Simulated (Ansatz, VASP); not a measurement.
# BaZrO3: VASP beside Ansatz

Aim: how closely do two programs agree when they are given the same cell, functional and k mesh? The cell is taken from a series of runs on this material, whose earlier steps may have relaxed, scaled, displaced or heated it; both programs get it as it stands.

Method: plane waves, with VASP 6.6.1 beside it; dielectric response at r2SCAN, in Ansatz 0.2.0.

## Step 1: Starting point

The structure is cubic, space group Pm-3m (No. 221). Conventional cell: a = 4.191 Å, b = 4.191 Å, c = 4.191 Å, α = 90.00°, β = 90.00°, γ = 90.00°. Nearest to Ba lie 12 O at 2.96 Å. Zr has 6 O at 2.10 Å nearest. Nearest to O lie 2 Zr at 2.10 Å and 4 Ba at 2.96 Å. Farther neighbours and most contacts between anions are not listed.

Structure file:

```cif
data_structure
_symmetry_space_group_name_H-M 'P 1'
_symmetry_Int_Tables_number 1
_cell_length_a 4.1913
_cell_length_b 4.1913
_cell_length_c 4.1913
_cell_angle_alpha 90.000
_cell_angle_beta 90.000
_cell_angle_gamma 90.000
_cell_volume 73.63
loop_
_atom_site_label
_atom_site_type_symbol
_atom_site_fract_x
_atom_site_fract_y
_atom_site_fract_z
_atom_site_occupancy
Ba1 Ba 0.00000 0.00000 0.00000 1
Zr2 Zr 0.50000 0.50000 0.50000 1
O3 O 0.50000 0.50000 0.00000 1
O4 O 0.50000 0.00000 0.50000 1
O5 O 0.00000 0.50000 0.50000 1
```

## Step 2: VASP: dielectric response, r2SCAN

The response to a field tests empty states and converges slowly with the mesh.

Lines of VASP's logs that name or quote its potential files are left out, and so is its time.

Input file INCAR:

```
SYSTEM = BaZrO3
PREC = Accurate
ENCUT = 580
EDIFF = 1E-08
NELM = 120
ISMEAR = 0
SIGMA = 0.01
LREAL = .FALSE.
ALGO = Normal
METAGGA = R2SCAN
LASPH = .TRUE.
NBANDS = 26
LORBIT = 11
LWAVE = .FALSE.
LCHARG = .FALSE.
ISIF = 2
LCALCEPS = .TRUE.
LPEAD = .TRUE.
GGA_COMPAT = .FALSE.
EFERMI = MIDGAP
LMIXTAU = .TRUE.
KPAR = 2
```

Input file POSCAR:

```
BaZrO3
1.0
    4.1913400000      0.0000000000      0.0000000000
    0.0000000000      4.1913400000      0.0000000000
    0.0000000000      0.0000000000      4.1913400000
Ba Zr O
1 1 3
Direct
    0.0000000000      0.0000000000      0.0000000000
    0.5000000000      0.5000000000      0.5000000000
    0.5000000000      0.5000000000      0.0000000000
    0.5000000000      0.0000000000      0.5000000000
    0.0000000000      0.5000000000      0.5000000000
```

Input file KPOINTS:

```
Automatic mesh
0
Gamma
5 5 5
0 0 0
```

Potentials, in the order of the species: Ba_sv, Zr_sv and O (PBE family, release 64).

Command:

```
$ mpirun -np 2 vasp_std
```

Numbers of over 12 decimals in the logs are rounded to 6 here.

The program printed:

```text
[banner, memory and clock lines left out]
running    2 mpi-ranks, on    1 nodes
 distrk:  each k-point on    1 cores,    2 groups
 distr:  one band on    1 cores,    1 groups

 POSCAR found type information on POSCAR BaZrO
 POSCAR found :  3 types and       5 ions
|                                                                             |
|               ----> ADVICE to this user running VASP <----                  |
|                                                                             |
|     You enforced a specific xc type in the INCAR file but a different       |
|     [... a line on the potential file left out ...]
|     I HOPE YOU KNOW WHAT YOU ARE DOING!                                     |
|                                                                             |

 LDA part: xc-table for (None), standard interpolation
 POSCAR, INCAR and KPOINTS ok, starting setup
 FFT: planning ... GRIDC
 FFT: planning ... GRID_SOFT
 FFT: planning ... GRID
 WAVECAR not read
 entering main loop
       N       E                     dE             d eps       ncg     rms          rms(c)
DAV:   1     0.284105924192E+03    0.28411E+03   -0.24305E+04   520   0.170E+03
DAV:   2    -0.837109231971E+02   -0.36782E+03   -0.36075E+03   652   0.394E+02
DAV:   3    -0.106471954705E+03   -0.22761E+02   -0.22701E+02   836   0.919E+01
DAV:   4    -0.107187886813E+03   -0.71593E+00   -0.71489E+00   750   0.125E+01
DAV:   5    -0.107205178442E+03   -0.17292E-01   -0.17289E-01   746   0.139E+00    0.298E+01
DAV:   6    -0.866497620578E+02    0.20555E+02   -0.25989E+01   642   0.373E+01    0.111E+01
DAV:   7    -0.841431195621E+02    0.25066E+01   -0.22206E+00   632   0.123E+01    0.475E+00
DAV:   8    -0.888074541521E+02   -0.46643E+01   -0.15195E+00   568   0.105E+01    0.189E+00
DAV:   9    -0.846530292121E+02    0.41544E+01   -0.10039E+00   524   0.799E+00    0.510E-01
DAV:  10    -0.848932129160E+02   -0.24018E+00   -0.16695E-01   630   0.303E+00    0.564E-01
DAV:  11    -0.848919828429E+02    0.12301E-02   -0.60242E-03   822   0.419E-01    0.617E-01
DAV:  12    -0.849892631578E+02   -0.97280E-01   -0.29968E-02   526   0.130E+00    0.241E-01
DAV:  13    -0.850968363694E+02   -0.10757E+00   -0.59098E-02   528   0.234E+00    0.218E-01
DAV:  14    -0.850979895290E+02   -0.11532E-02   -0.16153E-03   812   0.259E-01    0.179E-01
[...]
DAV:  24    -0.851003071182E+02    0.11614E-08   -0.95966E-07   874   0.820E-03    0.140E-02
DAV:  25    -0.851003071725E+02   -0.54315E-07   -0.23196E-06   678   0.109E-02    0.686E-03
DAV:  26    -0.851003077226E+02   -0.55012E-06   -0.37083E-07   724   0.580E-03    0.306E-03
DAV:  27    -0.851003078307E+02   -0.10813E-06   -0.16802E-07   650   0.394E-03    0.159E-03
DAV:  28    -0.851003078730E+02   -0.42249E-07   -0.20960E-08   408   0.137E-03    0.138E-03
DAV:  29    -0.851003078841E+02   -0.11149E-07   -0.22198E-08   502   0.109E-03    0.356E-04
DAV:  30    -0.851003078960E+02   -0.11846E-07   -0.50783E-09   314   0.610E-04    0.122E-04
DAV:  31    -0.851003079009E+02   -0.49286E-08   -0.15420E-09   302   0.236E-04
       N       E                     dE             d eps       ncg     rms          rms(c)
SDA:   1    -0.851003075953E+02   -0.85100E+02   -0.89206E-10   468   0.223E-09   0.000E+00
DMP:   2    -0.851003075982E+02   -0.29213E-08   -0.30348E-09   468   0.726E-09   0.851E-10
 final diagonalization occupied
 p_tot=( -0.503E+02 -0.503E+02 -0.503E+02 )
       N       E                     dE             d eps       ncg     rms          rms(c)
 p_tot=( -0.503E+02 -0.503E+02 -0.503E+02 )
dp_tot=(  0.000E+00  0.000E+00  0.000E+00 )  diag[e(oo)]=(  1.00000    ---      ---   )
SDA:   1    -0.851003075987E+02   -0.34152E-08   -0.40373E-04   468   0.101E-03   0.000E+00
 p_tot=( -0.503E+02 -0.503E+02 -0.503E+02 )
dp_tot=(  0.404E-02 -0.789E-09  0.245E-10 )  diag[e(oo)]=(  1.99220    ---      ---   )
DMP:   2    -0.851003390425E+02   -0.31444E-04   -0.26509E-04   468   0.370E-04   0.563E-04
 p_tot=( -0.503E+02 -0.503E+02 -0.503E+02 )
[...]
p_tot=( -0.503E+02 -0.503E+02 -0.503E+02 )
dp_tot=(  0.131E-01 -0.274E-08 -0.801E-11 )  diag[e(oo)]=(  4.22966    ---      ---   )
DMP:   8    -0.851003774191E+02   -0.90257E-06   -0.58871E-06   468   0.755E-06   0.138E-05
 p_tot=( -0.503E+02 -0.503E+02 -0.503E+02 )
dp_tot=(  0.134E-01 -0.291E-08 -0.112E-10 )  diag[e(oo)]=(  4.30517    ---      ---   )
DMP:   9    -0.851003778575E+02   -0.43841E-06   -0.32526E-06   468   0.439E-06   0.721E-06
 p_tot=( -0.503E+02 -0.503E+02 -0.503E+02 )
dp_tot=(  0.138E-01 -0.303E-08 -0.107E-10 )  diag[e(oo)]=(  4.38077    ---      ---   )
DMP:  10    -0.851003780991E+02   -0.24160E-06   -0.16318E-06   468   0.203E-06   0.395E-06
 p_tot=( -0.503E+02 -0.503E+02 -0.503E+02 )
dp_tot=(  0.140E-01 -0.308E-08 -0.111E-10 )  diag[e(oo)]=(  4.43807    ---      ---   )
DMP:  11    -0.851003782167E+02   -0.11760E-06   -0.78954E-07   468   0.104E-06   0.181E-06
 p_tot=( -0.503E+02 -0.503E+02 -0.503E+02 )
dp_tot=(  0.141E-01 -0.309E-08 -0.130E-10 )  diag[e(oo)]=(  4.47139    ---      ---   )
DMP:  12    -0.851003782745E+02   -0.57868E-07   -0.42404E-07   468   0.582E-07   0.919E-07
 p_tot=( -0.503E+02 -0.503E+02 -0.503E+02 )
dp_tot=(  0.142E-01 -0.309E-08 -0.140E-10 )  diag[e(oo)]=(  4.48486    ---      ---   )
[...]
DMP:   5    -0.851003704169E+02   -0.56898E-05   -0.51928E-05   468   0.749E-05   0.106E-04
 p_tot=( -0.503E+02 -0.503E+02 -0.503E+02 )
dp_tot=( -0.132E-06  0.128E-01 -0.279E-09 )  diag[e(oo)]=(    ---    4.14122    ---   )
DMP:   6    -0.851003744794E+02   -0.40626E-05   -0.28424E-05   468   0.330E-05   0.733E-05
 p_tot=( -0.503E+02 -0.503E+02 -0.503E+02 )
dp_tot=( -0.109E-06  0.129E-01 -0.309E-09 )  diag[e(oo)]=(    ---    4.17617    ---   )
DMP:   7    -0.851003765836E+02   -0.21042E-05   -0.12548E-05   468   0.136E-05   0.342E-05
 p_tot=( -0.503E+02 -0.503E+02 -0.503E+02 )
dp_tot=( -0.100E-06  0.131E-01 -0.327E-09 )  diag[e(oo)]=(    ---    4.22967    ---   )
DMP:   8    -0.851003774864E+02   -0.90278E-06   -0.58872E-06   468   0.755E-06   0.138E-05
 p_tot=( -0.503E+02 -0.503E+02 -0.503E+02 )
dp_tot=( -0.102E-06  0.134E-01 -0.338E-09 )  diag[e(oo)]=(    ---    4.30519    ---   )
DMP:   9    -0.851003779247E+02   -0.43834E-06   -0.32527E-06   468   0.439E-06   0.721E-06
 p_tot=( -0.503E+02 -0.503E+02 -0.503E+02 )
dp_tot=( -0.107E-06  0.138E-01 -0.344E-09 )  diag[e(oo)]=(    ---    4.38078    ---   )
DMP:  10    -0.851003781662E+02   -0.24149E-06   -0.16318E-06   468   0.203E-06   0.395E-06
 p_tot=( -0.503E+02 -0.503E+02 -0.503E+02 )
dp_tot=( -0.111E-06  0.140E-01 -0.347E-09 )  diag[e(oo)]=(    ---    4.43808    ---   )
DMP:  11    -0.851003782841E+02   -0.11785E-06   -0.78954E-07   468   0.104E-06   0.181E-06
 p_tot=( -0.503E+02 -0.503E+02 -0.503E+02 )
dp_tot=( -0.112E-06  0.141E-01 -0.347E-09 )  diag[e(oo)]=(    ---    4.47141    ---   )
DMP:  12    -0.851003783418E+02   -0.57702E-07   -0.42405E-07   468   0.582E-07   0.919E-07
 p_tot=( -0.503E+02 -0.503E+02 -0.503E+02 )
dp_tot=( -0.111E-06  0.142E-01 -0.346E-09 )  diag[e(oo)]=(    ---    4.48488    ---   )
DMP:  13    -0.851003783731E+02   -0.31310E-07   -0.21876E-07   468   0.286E-07   0.502E-07
 p_tot=( -0.503E+02 -0.503E+02 -0.503E+02 )
dp_tot=( -0.109E-06  0.142E-01 -0.345E-09 )  diag[e(oo)]=(    ---    4.48642    ---   )
DMP:  14    -0.851003783889E+02   -0.15789E-07   -0.10515E-07   468   0.138E-07   0.240E-07
 p_tot=( -0.503E+02 -0.503E+02 -0.503E+02 )
dp_tot=( -0.108E-06  0.142E-01 -0.344E-09 )  diag[e(oo)]=(    ---    4.48334    ---   )
DMP:  15    -0.851003783962E+02   -0.72991E-08   -0.52720E-08   468   0.740E-08   0.111E-07
 final diagonalization full
 p_tot=( -0.503E+02 -0.503E+02 -0.503E+02 )
dp_tot=( -0.108E-06  0.142E-01 -0.344E-09 )  diag[e(oo)]=(    ---    4.48018    ---   )
       N       E                     dE             d eps       ncg     rms          rms(c)
SDA:   1    -0.851003074904E+02    0.70898E-04   -0.12047E-09   468   0.301E-09   0.000E+00
DMP:   2    -0.851003074964E+02   -0.59645E-08   -0.28808E-10   468   0.108E-09  -0.930E-10
 final diagonalization occupied
 p_tot=( -0.503E+02 -0.503E+02 -0.503E+02 )
       N       E                     dE             d eps       ncg     rms          rms(c)
 p_tot=( -0.503E+02 -0.503E+02 -0.503E+02 )
dp_tot=(  0.000E+00  0.000E+00  0.000E+00 )  diag[e(oo)]=(    ---      ---    1.00000 )
SDA:   1    -0.851003074956E+02   -0.51800E-08   -0.40374E-04   468   0.101E-03   0.000E+00
 p_tot=( -0.503E+02 -0.503E+02 -0.503E+02 )
dp_tot=(  0.758E-09 -0.161E-07  0.404E-02 )  diag[e(oo)]=(    ---      ---    1.99221 )
DMP:   2    -0.851003389389E+02   -0.31443E-04   -0.26509E-04   468   0.370E-04   0.563E-04
 p_tot=( -0.503E+02 -0.503E+02 -0.503E+02 )
dp_tot=(  0.692E-09 -0.298E-07  0.839E-02 )  diag[e(oo)]=(    ---      ---    3.06096 )
DMP:   3    -0.851003568593E+02   -0.17920E-04   -0.10990E-04   468   0.154E-04   0.233E-04
 p_tot=( -0.503E+02 -0.503E+02 -0.503E+02 )
dp_tot=(  0.579E-09 -0.333E-07  0.112E-01 )  diag[e(oo)]=(    ---      ---    3.75220 )
DMP:   4    -0.851003645587E+02   -0.76994E-05   -0.71475E-05   468   0.121E-04   0.110E-04
 p_tot=( -0.503E+02 -0.503E+02 -0.503E+02 )
dp_tot=(  0.106E-08 -0.289E-07  0.124E-01 )  diag[e(oo)]=(    ---      ---    4.05321 )
DMP:   5    -0.851003702489E+02   -0.56901E-05   -0.51929E-05   468   0.749E-05   0.106E-04
 p_tot=( -0.503E+02 -0.503E+02 -0.503E+02 )
dp_tot=(  0.208E-08 -0.224E-07  0.128E-01 )  diag[e(oo)]=(    ---      ---    4.14123 )
DMP:   6    -0.851003743114E+02   -0.40625E-05   -0.28424E-05   468   0.330E-05   0.733E-05
 p_tot=( -0.503E+02 -0.503E+02 -0.503E+02 )
dp_tot=(  0.316E-08 -0.178E-07  0.129E-01 )  diag[e(oo)]=(    ---      ---    4.17618 )
DMP:   7    -0.851003764160E+02   -0.21046E-05   -0.12548E-05   468   0.136E-05   0.342E-05
 p_tot=( -0.503E+02 -0.503E+02 -0.503E+02 )
dp_tot=(  0.395E-08 -0.162E-07  0.131E-01 )  diag[e(oo)]=(    ---      ---    4.22968 )
DMP:   8    -0.851003773186E+02   -0.90258E-06   -0.58872E-06   468   0.755E-06   0.138E-05
 p_tot=( -0.503E+02 -0.503E+02 -0.503E+02 )
dp_tot=(  0.435E-08 -0.164E-07  0.134E-01 )  diag[e(oo)]=(    ---      ---    4.30519 )
DMP:   9    -0.851003777568E+02   -0.43825E-06   -0.32527E-06   468   0.439E-06   0.721E-06
 p_tot=( -0.503E+02 -0.503E+02 -0.503E+02 )
dp_tot=(  0.447E-08 -0.170E-07  0.138E-01 )  diag[e(oo)]=(    ---      ---    4.38079 )
DMP:  10    -0.851003779982E+02   -0.24137E-06   -0.16318E-06   468   0.203E-06   0.395E-06
 p_tot=( -0.503E+02 -0.503E+02 -0.503E+02 )
dp_tot=(  0.442E-08 -0.173E-07  0.140E-01 )  diag[e(oo)]=(    ---      ---    4.43809 )
DMP:  11    -0.851003781160E+02   -0.11779E-06   -0.78954E-07   468   0.104E-06   0.181E-06
 p_tot=( -0.503E+02 -0.503E+02 -0.503E+02 )
dp_tot=(  0.434E-08 -0.171E-07  0.141E-01 )  diag[e(oo)]=(    ---      ---    4.47141 )
DMP:  12    -0.851003781737E+02   -0.57726E-07   -0.42405E-07   468   0.582E-07   0.919E-07
 p_tot=( -0.503E+02 -0.503E+02 -0.503E+02 )
dp_tot=(  0.426E-08 -0.167E-07  0.142E-01 )  diag[e(oo)]=(    ---      ---    4.48488 )
DMP:  13    -0.851003782051E+02   -0.31410E-07   -0.21876E-07   468   0.286E-07   0.502E-07
 p_tot=( -0.503E+02 -0.503E+02 -0.503E+02 )
dp_tot=(  0.423E-08 -0.163E-07  0.142E-01 )  diag[e(oo)]=(    ---      ---    4.48643 )
DMP:  14    -0.851003782206E+02   -0.15448E-07   -0.10515E-07   468   0.138E-07   0.240E-07
 p_tot=( -0.503E+02 -0.503E+02 -0.503E+02 )
dp_tot=(  0.421E-08 -0.162E-07  0.142E-01 )  diag[e(oo)]=(    ---      ---    4.48334 )
DMP:  15    -0.851003782284E+02   -0.77825E-08   -0.52720E-08   468   0.740E-08   0.111E-07
 final diagonalization full
 p_tot=( -0.503E+02 -0.503E+02 -0.503E+02 )
dp_tot=(  0.419E-08 -0.162E-07  0.142E-01 )  diag[e(oo)]=(    ---      ---    4.48019 )
   1 F= -.85100378E+02 E0= -.85100378E+02  d E =0.000000E+00
```

Parts of OUTCAR (step 2):

```text
ion  position               nearest neighbor table
   1  0.000  0.000  0.000-   3 2.96   4 2.96   5 2.96   4 2.96   5 2.96   3 2.96   5 2.96   5 2.96
                             3 2.96   4 2.96   4 2.96   3 2.96   2 3.63   2 3.63   2 3.63   2 3.63
   2  0.500  0.500  0.500-   3 2.10   4 2.10   5 2.10   3 2.10   4 2.10   5 2.10   1 3.63   1 3.63
                             1 3.63   1 3.63   1 3.63   1 3.63   1 3.63   1 3.63
   3  0.500  0.500  0.000-   2 2.10   2 2.10   1 2.96   1 2.96   1 2.96   1 2.96
   4  0.500  0.000  0.500-   2 2.10   2 2.10   1 2.96   1 2.96   1 2.96   1 2.96
   5  0.000  0.500  0.500-   2 2.10   2 2.10   1 2.96   1 2.96   1 2.96   1 2.96

  LATTYP: Found a simple cubic cell.
 ALAT       =     4.1913400000

 Subroutine GETGRP returns: Found 48 space group operations
 (whereof 48 operations were pure point group operations)

The static configuration has the point symmetry O_h .

 Found     10 irreducible k-points:

   k-points           NKPTS =     10   k-points in BZ     NKDIM =     10   number of bands    NBANDS=     26

   dimension x,y,z NGX =    36 NGY =   36 NGZ =   36
   dimension x,y,z NGXF=    72 NGYF=   72 NGZF=   72

   ENCUT  =  580.0 eV  42.63 Ry    6.53 a.u.   8.23  8.23  8.23*2*pi/ulx,y,z

   NELECT =      40.0000    total number of electrons

 k-points in reciprocal lattice and weights: Automatic mesh
   0.00000000  0.00000000  0.00000000       0.008
   0.20000000  0.00000000  0.00000000       0.048
   0.40000000  0.00000000  0.00000000       0.048
   0.20000000  0.20000000  0.00000000       0.096
   0.40000000  0.20000000  0.00000000       0.192
   0.40000000  0.40000000  0.00000000       0.096
   0.20000000  0.20000000  0.20000000       0.064
   0.40000000  0.20000000  0.20000000       0.192
   0.40000000  0.40000000  0.20000000       0.192
   0.40000000  0.40000000  0.40000000       0.064

 average (electrostatic) potential at core
       1 -38.7463       2 -83.5096       3 -72.9615       4 -72.9615       5 -72.9615

            Ionic dipole moment: p[ion]=(   -50.29608   -50.29608   -50.29608 ) |e| Angst

 Total electronic dipole moment: p[elc]=(     0.00000     0.00000     0.01416 ) |e| Angst

 MACROSCOPIC STATIC DIELECTRIC TENSOR (including local field effects)
 ------------------------------------------------------
           4.480178    -0.000000    -0.000000
          -0.000000     4.480178     0.000000
           0.000000     0.000000     4.480178
 ------------------------------------------------------

 PIEZOELECTRIC TENSOR (including local field effects) (C/m^2)
          XX          YY          ZZ          XY          YZ          ZX
  --------------------------------------------------------------------------------
  x     0.00000     0.00000     0.00000     0.00000     0.00000     0.00000
  y     0.00000     0.00000     0.00000     0.00000     0.00000     0.00000
  z     0.00000     0.00000     0.00000     0.00000     0.00000     0.00000

 BORN EFFECTIVE CHARGES (including local field effects) (in |e|, cummulative output)
 ---------------------------------------------------------------------------------
 ion    1
    1     2.67755     0.00000     0.00000
    2     0.00000     2.67755     0.00000
    3     0.00000    -0.00000     2.67755
 ion    2
    1     6.01179    -0.00000    -0.00000
    2    -0.00000     6.01179     0.00000
    3    -0.00000    -0.00000     6.01179
 ion    3
    1    -1.97745     0.00000     0.00000
    2     0.00000    -1.97745    -0.00000
    3     0.00000     0.00000    -4.73444
 ion    4
    1    -1.97745     0.00000    -0.00000
    2     0.00000    -4.73444     0.00000
    3    -0.00000     0.00000    -1.97745
 ion    5
    1    -4.73444    -0.00000     0.00000
    2     0.00000    -1.97745     0.00000
    3     0.00000    -0.00000    -1.97745

  Total        1.1964856      1.1964856      1.1964856     -0.0000000      0.0000000     -0.0000000
  in kB       26.0351078     26.0351078     26.0351078     -0.0000000      0.0000000     -0.0000000
  external PRESSURE =      26.0351078 kB  Pullay stress =       0.0000000 kB

  energy-cutoff  :      580.00
  volume of cell :       73.63
      direct lattice vectors                 reciprocal lattice vectors
     4.191340000  0.000000000  0.000000000     0.238587182  0.000000000  0.000000000
     0.000000000  4.191340000  0.000000000     0.000000000  0.238587182  0.000000000
     0.000000000  0.000000000  4.191340000     0.000000000  0.000000000  0.238587182

 POSITION                                       TOTAL-FORCE (eV/Angst)
 -----------------------------------------------------------------------------------
      0.00000      0.00000      0.00000         0.000000      0.000000      0.000000
      2.09567      2.09567      2.09567         0.000000      0.000000      0.000000
      2.09567      2.09567      0.00000         0.000000      0.000000      0.000000
      2.09567      0.00000      2.09567         0.000000      0.000000      0.000000
      0.00000      2.09567      2.09567         0.000000      0.000000      0.000000
 -----------------------------------------------------------------------------------
    total drift:                                0.000000      0.000000      0.000000
```

(Continued in part 2 of 2.)

[Lines on the potential files, build, host, timing and source positions are cut from VASP's logs without a mark.]

[Logs are printed without paths, hosts, clocks, repeated set-up lines and the standing remarks that a program may print on its own settings, such as how far it seeks lower states.]

[Hosts, paths, dates, database ids (printed as entryN), source tags and the programs' standing remarks are cut or masked in the printed files.]
